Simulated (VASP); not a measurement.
Input:

```xyz
2
Lattice="0.0000 2.8981 2.8981 2.8981 0.0000 2.8981 2.8981 2.8981 0.0000" Properties=species:S:1:pos:R:3 pbc="T T T"
Na     0.0000     0.0000     0.0000
Cl     2.8981     2.8981     2.8981
```

Method: AM05 GGA, VASP's PBE PAW potentials (set 64) (plane waves; VASP). Run with 520 eV cut-off, 8×8×8 Γ-centred mesh, Gaussian smearing of 0.050 eV, potentials Na_pv Cl.

Give the stress tensor in GPa (positive for a compressed cell).

```
-1.18   0.00   0.00
 0.00  -1.18   0.00
 0.00   0.00  -1.18
```
The pressure is its mean diagonal, -1.18 GPa.

The compound is NaCl in the rock salt structure. This cell is one point of a volume scan, at 1.06 of the reference volume.
